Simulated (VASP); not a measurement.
Consider the following.

```
Gd
1.0
    1.82738    -3.16512     0.00000
    1.82738     3.16512     0.00000
    0.00000     0.00000     5.71007
Gd
2
Direct
  0.33333   0.66667   0.25000
  0.66667   0.33333   0.75000
```

Level of theory: PBE GGA, VASP's PBE PAW potentials (set 64) (plane waves; VASP 6.6.1). Settings: 480 eV cut-off, 10×10×6 Γ-centred mesh, first-order Methfessel-Paxton smearing of 0.10 eV, potentials Gd_3.

The 4f electrons are frozen in the core of the lanthanide potential, so 4f levels, which can set the real gap, and their magnetism are missing.

**Question.** What does the run give for the energy per atom (σ→0), band gap (on the k-mesh) with the smallest direct gap where there is one?

**Answer.** 
```
Item                                                        Result
------------------------  ----------------------------------------
band gap (on the k-mesh)  none (metal, semimetal or under 0.01 eV)
energy per atom (σ→0)                               -4.583 eV/atom
```

The compound is Gd in the hcp structure. It was relaxed first.
